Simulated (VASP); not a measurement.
These are PBE GGA, VASP's PBE PAW potentials (set 64) (plane waves; VASP) values and carry that method's errors.

Input for VASP

POSCAR:
```
Be
3.65160
  0.3198324022  -0.5539659327   0.0000000000
  0.3198324022   0.5539659327   0.0000000000
  0.0000000000   0.0000000000   1.0000000000
Be
2
Direct
  0.3333330000   0.6666670000   0.2500000000
  0.6666670000   0.3333330000   0.7500000000
```

**INCAR**
```
SYSTEM  =  Be
EDIFF  =  1E-6   ! SCF stop (eV)
LASPH  =  .True.
LREAL  =  .False.
NELM  =  100
SIGMA  =  0.05   ! width (eV)
ISIF  =  2   ! forces and stress, cell fixed
NELECT  =  3.98
LCHARG  =  .False.
LWAVE  =  .False.
ENCUT  =  400
ISMEAR  =  0   ! Gaussian
PREC  =  Accurate
GGA  =  PE   ! PBE
ALGO  =  Normal
```

KPOINTS:
```
K-points
0
Gamma
16 16 9
0 0 0
```

POTCAR, in this order: Be (PBE.64 set). Program: vasp_std.

Task: What will the output report for the number of irreducible k-points (NKPTS), number of bands (NBANDS), largest plane-wave count, number of space-group operations, FFT grid (NGX, NGY, NGZ)?

Result: 
```json
{
  "number of irreducible k-points (NKPTS)": "150",
  "number of bands (NBANDS)": "6",
  "largest_plane_wave_count": "330",
  "number_of_space_group_operations": "24",
  "FFT grid (NGX, NGY, NGZ)": "16 × 16 × 24"
}
```

The compound is Be in the hcp structure. The cell was not relaxed at this level. The run is one of a series of settings (ISMEAR = 0, NELECT = 3.98, SIGMA = 0.05 against the base run), some of them coarse on purpose.
